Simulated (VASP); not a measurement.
## AlN (relaxed from the CsCl structure, space group Pm-3m): computed properties

Level of theory: r2SCAN meta-GGA, VASP's PBE PAW potentials (set 64) (plane waves; VASP 6.6.1).

```
Quantity                                                                                                   Value
----------------------------------  ----------------------------------------------------------------------------
space group                                                                                          Pm-3m (221)
cell                                a = 2.5827 Å, b = 2.5827 Å, c = 2.5827 Å, α = 90.00°, β = 90.00°, γ = 90.00°
volume per atom                                                                                     8.61 Å³/atom
band gap (over mesh and band path)                                      none (metal, semimetal or under 0.01 eV)
density                                                                                               3.95 g/cm³
```

```
AlN
1.0
    2.58271     0.00000     0.00000
    0.00000     2.58271     0.00000
    0.00000     0.00000     2.58271
Al N
1 1
Direct
  0.00000   0.00000   0.00000
  0.50000   0.50000   0.50000
```

The structure was generated: AlN was put into the CsCl type (Pm-3m), which need not be its known phase. It was relaxed first, which changed the volume by +12 %. Symmetry was kept, so distortions that lower it aren't found.
